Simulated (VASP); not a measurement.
Here is the system:

```
TiO2
1.0
    5.21466     0.00000     0.00000
    0.00000     3.14993     0.00000
    0.00000     0.00000     6.23332
Ti O
4 8
Direct
  0.74789   0.25000   0.60494
  0.24789   0.25000   0.89506
  0.25211   0.75000   0.39506
  0.75211   0.75000   0.10494
  0.63700   0.25000   0.91887
  0.13700   0.25000   0.58113
  0.36300   0.75000   0.08113
  0.86300   0.75000   0.41887
  0.51544   0.25000   0.34616
  0.01544   0.25000   0.15384
  0.48456   0.75000   0.65384
  0.98456   0.75000   0.84616
```

Calculation: r2SCAN meta-GGA, VASP's PBE PAW potentials (set 64) (plane waves; VASP). Numerical set-up: 520 eV cut-off, 5×8×4 Γ-centred mesh, tetrahedra with Blöchl corrections, potentials Ti_sv O.

Task: Give the energies of bands 41 to 54 at the high-symmetry points, in eV from the valence-band maximum.

Result: 
| band | Γ | X | S | Y | Z | U | R | T |
|---|---|---|---|---|---|---|---|---|
| 41 | -2.05 | -1.82 | -1.33 | -2.18 | -1.63 | -1.83 | -1.42 | -1.84 |
| 42 | -1.65 | -1.82 | -1.33 | -2.18 | -1.63 | -1.83 | -1.42 | -1.84 |
| 43 | -1.47 | -0.98 | -1.33 | -1.66 | -1.27 | -1.05 | -1.42 | -1.19 |
| 44 | -0.93 | -0.98 | -1.33 | -1.66 | -1.27 | -1.05 | -1.42 | -1.19 |
| 45 | -0.85 | -0.88 | -0.79 | -0.76 | -0.64 | -1.03 | -0.77 | -0.87 |
| 46 | -0.54 | -0.88 | -0.79 | -0.76 | -0.64 | -1.03 | -0.77 | -0.87 |
| 47 | -0.02 | -0.32 | -0.79 | -0.74 | -0.53 | -0.37 | -0.77 | -0.82 |
| 48 | 0.00 | -0.32 | -0.79 | -0.74 | -0.53 | -0.37 | -0.77 | -0.82 |
| 49 | 2.26 | 2.73 | 3.33 | 2.98 | 2.76 | 2.93 | 3.39 | 2.94 |
| 50 | 2.68 | 2.73 | 3.33 | 2.98 | 2.76 | 2.93 | 3.39 | 2.94 |
| 51 | 2.82 | 2.93 | 3.33 | 3.54 | 3.00 | 3.07 | 3.39 | 3.56 |
| 52 | 2.87 | 2.93 | 3.33 | 3.54 | 3.00 | 3.07 | 3.39 | 3.56 |
| 53 | 3.13 | 3.54 | 3.79 | 3.63 | 3.05 | 3.19 | 3.63 | 3.67 |
| 54 | 3.62 | 3.54 | 3.79 | 3.63 | 3.05 | 3.19 | 3.63 | 3.67 |

The gap is indirect, 2.19 eV, from the valence maximum at Γ to the conduction minimum at (0.00, 0.12, 0.00).

The structure was generated: TiO2 was put into the cotunnite type (Pnma), which need not be its known phase. It was relaxed first.
